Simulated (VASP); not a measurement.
Energy against volume of CoAl (CsCl type). Calculation: RPBE GGA, VASP's PBE PAW potentials (set 64) (plane waves; VASP). Settings: 520 eV cut-off, 13×13×13 Γ-centred mesh, first-order Methfessel-Paxton smearing of 0.10 eV, potentials Al Co.

```json
[
 {"V (Å³/atom)": "11.139", "E (eV/atom)": "-5.56031"},
 {"V (Å³/atom)": "11.494", "E (eV/atom)": "-5.57946"},
 {"V (Å³/atom)": "11.850", "E (eV/atom)": "-5.58542"},
 {"V (Å³/atom)": "12.205", "E (eV/atom)": "-5.58012"}
]
```

Q: Fit these four points and predict the energy of the run at 12.561 Å³/atom.

A: A cubic in V^(−2/3), the third-order Birch-Murnaghan form, passes through the four points with V0 = 11.85 Å³/atom and B0 = 169 GPa, and gives -5.5652 eV/atom there. The run gave -5.5652 eV/atom, -0.0 meV/atom from the fit; all five points give B0 = 169 GPa.

The compound is CoAl in the CsCl type structure. It was relaxed first. The run is not spin-polarised, so no magnetic state was tried.
